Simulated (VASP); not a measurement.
## A VASP study of AlN (PBE): structure first, properties next

What structure and properties does PBE give AlN, and how near are they to the measured ones? The steps: full relaxation (PBE), second relaxation, single point with fields (PBE), band structure (PBE), total and projected DOS (PBE), response to an electric field (PBE) and optical spectrum (PBE). The start is a cell from a database of measured crystal structures.

Method: PBE; plane waves and PAW (Al, N), in VASP 6.6.1.

Experimental background.

“Electronic structure and chemical bonding anisotropy investigation of wurtzite AlN” (2011, arxiv:1112.6088) quotes from earlier work for AlN, wurtzite (literature value): lattice constant a (a lattice parameter, reported experimental value) 3.111 Å [Literature experimental value cited in the paper's theory part].

The database entry behind the starting cell differs from later determinations by our own check (inner coordinate u about 0.002 short), so it need not match the best structure at ambient conditions.

**1. The structure**

Before any relaxation, the start is as follows. The structure is hexagonal, space group P6_3mc (No. 186). The conventional cell has a = 3.113 Å, b = 3.113 Å, c = 4.981 Å, α = 90.00°, β = 90.00°, γ = 120.00°. Al has 4 N at 1.89 Å nearest. Nearest to N lie 4 Al at 1.89 Å. Farther neighbours and most contacts between anions are not listed.

**2. Full relaxation (PBE)**

Properties are meant for the cell that this level of theory prefers, so cell and atoms are relaxed first (ISIF = 3) until forces and stress are small; EDIFFG sets the threshold. PBE, the usual starting point, adds the gradient of the density.

Contents of INCAR:

```
SYSTEM = AlN
PREC = Accurate
ENCUT = 520
EDIFF = 1E-06
NELM = 100
ISMEAR = 0
SIGMA = 0.05
LREAL = .FALSE.
ALGO = Normal
GGA = PE
NBANDS = 14
LORBIT = 11
LWAVE = .FALSE.
LCHARG = .FALSE.
KPAR = 4
IBRION = 2
NSW = 60
ISIF = 3
EDIFFG = -0.01
```

Contents of POSCAR:

```
AlN
1.0
    3.1130000000      0.0000000000      0.0000000000
   -1.5565000000      2.6959370820      0.0000000000
    0.0000000000      0.0000000000      4.9810000000
Al N
2 2
Direct
    0.3333333333      0.6666666667      0.0000000000
    0.6666666667      0.3333333333      0.5000000000
    0.3333333333      0.6666666667      0.3800000000
    0.6666666667      0.3333333333      0.8800000000
```

Contents of KPOINTS:

```
Automatic mesh
0
Gamma
8 8 5
0 0 0
```

Potentials, in the order of the species: Al and N (PBE family, release 64).

Command:

```
mpirun -np 4 vasp_std
```

Log:

```text
[banner, memory and clock lines left out]
running    4 mpi-ranks, on    1 nodes
 distrk:  each k-point on    1 cores,    4 groups
 distr:  one band on    1 cores,    1 groups

 POSCAR found type information on POSCAR AlN
 POSCAR found :  2 types and       4 ions
 LDA part: xc-table for (Slater+PW92), standard interpolation
 POSCAR, INCAR and KPOINTS ok, starting setup
 FFT: planning ... GRIDC
 FFT: planning ... GRID_SOFT
 FFT: planning ... GRID
 WAVECAR not read
 entering main loop
       N       E                     dE             d eps       ncg     rms          rms(c)
DAV:   1     0.442631838630E+02    0.44263E+02   -0.74633E+03   840   0.102E+03
DAV:   2    -0.308716119220E+02   -0.75135E+02   -0.69870E+02  1144   0.207E+02
DAV:   3    -0.344929021295E+02   -0.36213E+01   -0.36108E+01  1116   0.476E+01
DAV:   4    -0.345178364608E+02   -0.24934E-01   -0.24932E-01   960   0.453E+00
DAV:   5    -0.345181712829E+02   -0.33482E-03   -0.33481E-03  1122   0.530E-01    0.122E+01
DAV:   6    -0.297536163388E+02    0.47646E+01   -0.13200E+01  1038   0.271E+01    0.423E+00
DAV:   7    -0.297830254407E+02   -0.29409E-01   -0.78198E-01   990   0.627E+00    0.294E+00
DAV:   8    -0.297764919000E+02    0.65335E-02   -0.75963E-02   966   0.263E+00    0.538E-01
DAV:   9    -0.297706365987E+02    0.58553E-02   -0.19805E-02  1134   0.102E+00    0.246E-01
DAV:  10    -0.297713051653E+02   -0.66857E-03   -0.28142E-03   978   0.356E-01    0.142E-01
DAV:  11    -0.297712020372E+02    0.10313E-03   -0.26678E-04  1032   0.126E-01    0.346E-02
DAV:  12    -0.297712046478E+02   -0.26107E-05   -0.12926E-05  1080   0.324E-02    0.956E-03
DAV:  13    -0.297712044663E+02    0.18157E-06   -0.59706E-06  1068   0.185E-02
   1 F= -.29771204E+02 E0= -.29771204E+02  d E =-.297712E+02
 curvature:   0.00 expect dE= 0.000E+00 dE for cont linesearch  0.000E+00
 trial: gam= 0.00000 g(F)=  0.321E-02 g(S)=  0.312E-01 ort = 0.000E+00 (trialstep = 0.100E+01)
 search vector abs. value=  0.344E-01
 bond charge predicted
       N       E                     dE             d eps       ncg     rms          rms(c)
DAV:   1    -0.298218762694E+02   -0.50672E-01   -0.14038E+00   948   0.987E+00    0.146E+00
DAV:   2    -0.297741923740E+02    0.47684E-01   -0.13222E-01  1020   0.281E+00    0.387E-01
DAV:   3    -0.297734488798E+02    0.74349E-03   -0.90788E-03   966   0.734E-01    0.144E-01
DAV:   4    -0.297730461592E+02    0.40272E-03   -0.55142E-04  1110   0.198E-01    0.666E-02
DAV:   5    -0.297729663927E+02    0.79767E-04   -0.12132E-04  1008   0.859E-02    0.247E-02
DAV:   6    -0.297729647000E+02    0.16926E-05   -0.64477E-06  1056   0.227E-02    0.111E-02
DAV:   7    -0.297729640280E+02    0.67200E-06   -0.24377E-06   818   0.112E-02
   2 F= -.29772964E+02 E0= -.29772964E+02  d E =-.175956E-02
 trial-energy change:   -0.001760  1 .order   -0.002460   -0.034401    0.029481
 step:   0.5221(harm=  0.5385)  dis= 0.00325  next Energy=   -29.780085 (dE=-0.888E-02)
 bond charge predicted
       N       E                     dE             d eps       ncg     rms          rms(c)
DAV:   1    -0.297911568924E+02   -0.18192E-01   -0.32288E-01   936   0.478E+00    0.698E-01
DAV:   2    -0.297803238382E+02    0.10833E-01   -0.29631E-02  1002   0.133E+00    0.190E-01
DAV:   3    -0.297801310542E+02    0.19278E-03   -0.21072E-03   996   0.357E-01    0.688E-02
DAV:   4    -0.297800419890E+02    0.89065E-04   -0.11692E-04  1122   0.921E-02    0.331E-02
DAV:   5    -0.297800256440E+02    0.16345E-04   -0.26695E-05  1014   0.410E-02    0.125E-02
DAV:   6    -0.297800258764E+02   -0.23245E-06   -0.15088E-06   762   0.113E-02
   3 F= -.29780026E+02 E0= -.29780026E+02  d E =-.882141E-02
 curvature:  -0.27 expect dE=-0.408E-05 dE for cont linesearch -0.220E-06
 trial: gam=-0.00443 g(F)=  0.395E-05 g(S)=  0.112E-04 ort = 0.168E-03 (trialstep = 0.904E+00)
 search vector abs. value=  0.144E-04
 reached required accuracy - stopping structural energy minimisation
```

It took 29 s on 4 MPI ranks of AMD EPYC 7571, shared host; peak memory 0.52 GiB.

Lines that name or quote the potential files are left out of all logs, and their timing lines are given in words.

OUTCAR, selected parts (step 2):

```text
ion  position               nearest neighbor table
   1  0.333  0.667  0.000-   3 1.89   4 1.89   4 1.89   4 1.89   2 3.07   2 3.07   2 3.07   2 3.07
                             2 3.07   2 3.07
   2  0.667  0.333  0.500-   4 1.89   3 1.89   3 1.89   3 1.89   1 3.07   1 3.07   1 3.07   1 3.07
                             1 3.07   1 3.07
   3  0.333  0.667  0.380-   1 1.89   2 1.89   2 1.89   2 1.89
   4  0.667  0.333  0.880-   2 1.89   1 1.89   1 1.89   1 1.89

  LATTYP: Found a hexagonal cell.
 ALAT       =     3.1130000000
 C/A-ratio  =     1.6000642467

 Subroutine GETGRP returns: Found 12 space group operations
 (whereof  6 operations were pure point group operations)

The static configuration has the point symmetry C_3v.
 The point group associated with its full space group is C_6v.

 Found     30 irreducible k-points:

   k-points           NKPTS =     30   k-points in BZ     NKDIM =     30   number of bands    NBANDS=     14

   dimension x,y,z NGX =    24 NGY =   24 NGZ =   40
   dimension x,y,z NGXF=    48 NGYF=   48 NGZF=   80

   ENCUT  =  520.0 eV  38.22 Ry    6.18 a.u.   5.79  5.79  9.26*2*pi/ulx,y,z

   NELECT =      16.0000    total number of electrons

 k-points in reciprocal lattice and weights: Automatic mesh
   0.00000000  0.00000000  0.00000000       0.003
   0.12500000  0.00000000  0.00000000       0.019
   0.25000000  0.00000000  0.00000000       0.019
   0.37500000  0.00000000  0.00000000       0.019
   0.50000000  0.00000000  0.00000000       0.009
   0.12500000  0.12500000  0.00000000       0.019
   0.25000000  0.12500000  0.00000000       0.038
   0.37500000  0.12500000  0.00000000       0.038
   0.25000000  0.25000000  0.00000000       0.019
[...]
0.25000000  0.25000000  0.40000000       0.038
   0.37500000  0.25000000  0.40000000       0.038

 average (electrostatic) potential at core
       1 -71.9088       2 -71.9088       3 -60.1348       4 -60.1348

 E-fermi :   6.2245

 k-point     1 :       0.0000    0.0000    0.0000
  band No.  band energies     occupation
    ...
      4       5.1359      2.00000
      5       5.1359      2.00000
      6       5.7766      2.00000
      7       5.7766      2.00000
      8       5.9711      2.00000
      9      10.0314      0.00000
     10      12.5045      0.00000
     11      16.4379      0.00000
     12      17.0216      0.00000
     13      17.0216      0.00000
    ...

 k-point     2 :       0.1250    0.0000    0.0000
  band No.  band energies     occupation
    ...
      4       4.2740      2.00000
      5       4.8973      2.00000
      6       4.9510      2.00000
      7       5.7367      2.00000
      8       5.8815      2.00000
      9      10.8672      0.00000
     10      13.2384      0.00000
     11      15.6485      0.00000
     12      15.9599      0.00000
     13      17.5712      0.00000
    ...

 k-point     3 :       0.2500    0.0000    0.0000
  band No.  band energies     occupation
    ...
      4       2.5701      2.00000
      5       3.5337      2.00000
      6       4.4392      2.00000
      7       5.5414      2.00000
      8       5.5707      2.00000
      9      12.0424      0.00000
     10      13.4902      0.00000
     11      13.9781      0.00000
     12      15.8705      0.00000
     13      17.4673      0.00000
    ...

  Total        0.0172882      0.0172882     -0.0182520      0.0000000      0.0000000      0.0000000
  in kB        0.6513955      0.6513955     -0.6877096      0.0000000      0.0000000      0.0000000
  external PRESSURE =       0.2050271 kB  Pullay stress =       0.0000000 kB

  energy-cutoff  :      520.00
  volume of cell :       42.52
      direct lattice vectors                 reciprocal lattice vectors
     3.127938818  0.000000000  0.000000000     0.319699348  0.184578504  0.000000000
    -1.563969409  2.708874478 -0.000000000     0.000000000  0.369157009  0.000000000
     0.000000000 -0.000000000  5.018439128     0.000000000  0.000000000  0.199265145

 POSITION                                       TOTAL-FORCE (eV/Angst)
 -----------------------------------------------------------------------------------
     -0.00000      1.80592      5.01513         0.000000      0.000000     -0.004526
      1.56397      0.90296      2.50591        -0.000000      0.000000     -0.004526
     -0.00000      1.80592      1.91032         0.000000     -0.000000      0.004526
      1.56397      0.90296      4.41954         0.000000     -0.000000      0.004526
 -----------------------------------------------------------------------------------
    total drift:                               -0.000000     -0.000000      0.000801

  FREE ENERGIE OF THE ION-ELECTRON SYSTEM (eV)
  ---------------------------------------------------
  free  energy   TOTEN  =       -29.7800258764 eV

  energy  without entropy=      -29.7800258764  energy(sigma->0) =      -29.78002588

 reached required accuracy - stopping structural energy minimisation

 total charge
# of ion       s       p       d       tot
------------------------------------------
    1        0.366   0.431   0.000   0.797
    2        0.366   0.431   0.000   0.797
    3        1.222   2.627   0.000   3.849
    4        1.222   2.627   0.000   3.849
--------------------------------------------------
tot          3.176   6.116   0.000   9.293

[... 3 further parts left out ...]
```

CONTCAR:

```
AlN
   1.00000000000000
     3.1279388182986811    0.0000000000000000    0.0000000000000000
    -1.5639694091493406    2.7088744781494518   -0.0000000000000000
     0.0000000000000000   -0.0000000000000000    5.0184391276593505
  Al              N
     2     2
Direct
     0.3333333332999970    0.6666666667000030    0.9993397673924347
     0.6666666667000030    0.3333333332999970    0.4993397673924347
     0.3333333332999970    0.6666666667000030    0.3806602326075679
     0.6666666667000030    0.3333333332999970    0.8806602326075679
```

The gap is read on the k-mesh alone, so it is an upper bound where the band edges lie off the mesh. The run keeps the 12 symmetry operations of its start, so it cannot find a distortion of lower symmetry.

Step by step:

```
step  energy less that of the first step (eV)  largest force (eV/Å)  pressure (GPa)  volume (Å³)
   1                                   0.0000                0.1289            3.47        41.80
   2                                  -0.0018                0.0906           -2.93        43.19
   3                                  -0.0088                0.0045            0.02        42.52
```

```csv
"conventional cell, symmetrised",before,after,change
a (Å),3.113,3.128,+0.5 %
b (Å),3.113,3.128,+0.5 %
c (Å),4.981,5.018,+0.8 %
volume (Å³/atom),10.45,10.63,+1.7 %
```

Final coordinates:

```cif
data_structure
_symmetry_space_group_name_H-M 'P 1'
_symmetry_Int_Tables_number 1
_cell_length_a 3.1279
_cell_length_b 3.1279
_cell_length_c 5.0184
_cell_angle_alpha 90.000
_cell_angle_beta 90.000
_cell_angle_gamma 120.000
_cell_volume 42.52
loop_
_atom_site_label
_atom_site_type_symbol
_atom_site_fract_x
_atom_site_fract_y
_atom_site_fract_z
_atom_site_occupancy
Al1 Al 0.33333 0.66667 0.99934 1
Al2 Al 0.66667 0.33333 0.49934 1
N3 N 0.33333 0.66667 0.38066 1
N4 N 0.66667 0.33333 0.88066 1
```

This step gave:

* electrons: 16
* bands: 14
* irreducible k-points: 30
* symmetry operations: 12
* free energy (TOTEN): -29.78 eV
* Fermi energy: 6.224 eV
* pressure: 0.02050 GPa
* metallic: no
* valence top at k: 0, 0, 0
* conduction bottom at k: 0, 0, 0
* least direct gap at k: 0, 0, 0
* SCF cycles over all ionic steps: 26
* gap on the k-mesh: 4.060 eV
* least direct gap on the k-mesh: 4.060 eV

It ends with a largest force of 0.005 eV/Å and a pressure of 0.02 GPa. The volume lies +1.7 % from that of the database's start.

**3. Second relaxation**

A relaxation keeps the plane waves of the cell it began with, so it is repeated from the new cell, on a basis made for it.

INCAR is that of step 2.

Contents of POSCAR:

```
AlN
1.0
    3.1279388183      0.0000000000      0.0000000000
   -1.5639694091      2.7088744781      0.0000000000
    0.0000000000      0.0000000000      5.0184391277
Al N
2 2
Direct
    0.3333333333      0.6666666667      0.9993397674
    0.6666666667      0.3333333333      0.4993397674
    0.3333333333      0.6666666667      0.3806602326
    0.6666666667      0.3333333333      0.8806602326
```

KPOINTS is that of step 2.

Command:

```
mpirun -np 4 vasp_std
```

Log:

```text
[... set-up lines as in an earlier step ...]
 entering main loop
       N       E                     dE             d eps       ncg     rms          rms(c)
DAV:   1     0.449145614475E+02    0.44915E+02   -0.73936E+03   840   0.101E+03
DAV:   2    -0.302821903979E+02   -0.75197E+02   -0.68745E+02  1152   0.203E+02
DAV:   3    -0.344316524113E+02   -0.41495E+01   -0.41267E+01  1086   0.492E+01
DAV:   4    -0.344617164275E+02   -0.30064E-01   -0.30058E-01   996   0.484E+00
DAV:   5    -0.344620843171E+02   -0.36789E-03   -0.36785E-03  1086   0.551E-01    0.121E+01
DAV:   6    -0.297596215198E+02    0.47025E+01   -0.13180E+01  1038   0.270E+01    0.418E+00
DAV:   7    -0.297921917516E+02   -0.32570E-01   -0.76111E-01   960   0.619E+00    0.291E+00
DAV:   8    -0.297859427484E+02    0.62490E-02   -0.77070E-02   978   0.267E+00    0.563E-01
DAV:   9    -0.297798538333E+02    0.60889E-02   -0.20008E-02  1134   0.103E+00    0.250E-01
DAV:  10    -0.297805509902E+02   -0.69716E-03   -0.30751E-03   948   0.366E-01    0.146E-01
DAV:  11    -0.297804396133E+02    0.11138E-03   -0.28343E-04  1062   0.129E-01    0.362E-02
DAV:  12    -0.297804422711E+02   -0.26578E-05   -0.14409E-05  1020   0.341E-02    0.102E-02
DAV:  13    -0.297804420749E+02    0.19623E-06   -0.65807E-06  1098   0.193E-02
   1 F= -.29780442E+02 E0= -.29780442E+02  d E =-.297804E+02
 curvature:   0.00 expect dE= 0.000E+00 dE for cont linesearch  0.000E+00
 trial: gam= 0.00000 g(F)=  0.371E-05 g(S)=  0.133E-04 ort = 0.000E+00 (trialstep = 0.100E+01)
 search vector abs. value=  0.170E-04
 reached required accuracy - stopping structural energy minimisation
```

Wall time 16 s (4 MPI ranks); peak memory 0.5 GiB; 49 s of CPU time.

OUTCAR, selected parts (step 3):

```text
  LATTYP: Found a hexagonal cell.
 ALAT       =     3.1279388183
 C/A-ratio  =     1.6043917158

 Found     30 irreducible k-points:

   ENCUT  =  520.0 eV  38.22 Ry    6.18 a.u.   5.82  5.82  9.33*2*pi/ulx,y,z

   NELECT =      16.0000    total number of electrons

 E-fermi :   6.2403

 k-point     1 :       0.0000    0.0000    0.0000
  band No.  band energies     occupation
    ...
      4       5.1359      2.00000
      5       5.1359      2.00000
      6       5.7765      2.00000
      7       5.7765      2.00000
      8       5.9710      2.00000
      9      10.0315      0.00000
     10      12.5046      0.00000
     11      16.4379      0.00000
     12      17.0218      0.00000
     13      17.0218      0.00000
    ...

 k-point     2 :       0.1250    0.0000    0.0000
  band No.  band energies     occupation
    ...
      4       4.2740      2.00000
      5       4.8973      2.00000
      6       4.9509      2.00000
      7       5.7367      2.00000
      8       5.8814      2.00000
      9      10.8673      0.00000
     10      13.2385      0.00000
     11      15.6484      0.00000
     12      15.9600      0.00000
     13      17.5713      0.00000
    ...

  Total        0.0202572      0.0202572     -0.0167243      0.0000000     -0.0000000      0.0000000
  in kB        0.7632626      0.7632626     -0.6301494      0.0000000     -0.0000000      0.0000000
  external PRESSURE =       0.2987920 kB  Pullay stress =       0.0000000 kB

  energy-cutoff  :      520.00
  volume of cell :       42.52
      direct lattice vectors                 reciprocal lattice vectors
     3.127938818  0.000000000  0.000000000     0.319699348  0.184578504  0.000000000
    -1.563969409  2.708874478  0.000000000     0.000000000  0.369157009  0.000000000
     0.000000000  0.000000000  5.018439128     0.000000000  0.000000000  0.199265145

 POSITION                                       TOTAL-FORCE (eV/Angst)
 -----------------------------------------------------------------------------------
     -0.00000      1.80592      5.01513         0.000000     -0.000000     -0.004386
      1.56397      0.90296      2.50591        -0.000000      0.000000     -0.004386
     -0.00000      1.80592      1.91032         0.000000      0.000000      0.004386
      1.56397      0.90296      4.41954        -0.000000      0.000000      0.004386
 -----------------------------------------------------------------------------------
    total drift:                               -0.000000     -0.000000      0.000488

  FREE ENERGIE OF THE ION-ELECTRON SYSTEM (eV)
  ---------------------------------------------------
  free  energy   TOTEN  =       -29.7804420749 eV

  energy  without entropy=      -29.7804420749  energy(sigma->0) =      -29.78044207

 total charge
# of ion       s       p       d       tot
------------------------------------------
    1        0.366   0.431   0.000   0.797
    2        0.366   0.431   0.000   0.797
    3        1.222   2.627   0.000   3.849
    4        1.222   2.627   0.000   3.849
--------------------------------------------------
tot          3.175   6.117   0.000   9.292

[... 6 parts as in an earlier step ...]

[... 6 further parts left out ...]
```

CONTCAR:

```
AlN
   1.00000000000000
     3.1279388183000001    0.0000000000000000    0.0000000000000000
    -1.5639694091000000    2.7088744780999998    0.0000000000000000
     0.0000000000000000    0.0000000000000000    5.0184391276999998
  Al              N
     2     2
Direct
     0.3333333332999970    0.6666666667000030    0.9993397674000022
     0.6666666667000030    0.3333333332999970    0.4993397674000022
     0.3333333332999970    0.6666666667000030    0.3806602326000004
     0.6666666667000030    0.3333333332999970    0.8806602326000004
```

Little changed from the start: no atom moved by 0.005 Å and no cell edge by 0.1 %.

Numbers from this step:

| Quantity | Value |
| --- | --- |
| Fermi energy | 6.240 eV |
| pressure | 0.02988 GPa |
| SCF cycles over all ionic steps | 13 |

It ends with a largest force of 0.004 eV/Å and a pressure of 0.03 GPa. The volume moved by under 0.01 %: the run met its threshold at the first step.

[end of part 1 of 4]

[Lines on the potential files, build, host, timing and source positions are cut from VASP's logs without a mark.]

[Logs are printed without paths, hosts, clocks, repeated set-up lines and the standing remarks that a program may print on its own settings, such as how far it seeks lower states.]

[Hosts, paths, dates, database ids (printed as entryN), source tags and the programs' standing remarks are cut or masked in the printed files.]

[Measured values are set beside computed ones only where the two were judged alike; some that the calculation misses by far are left out.]
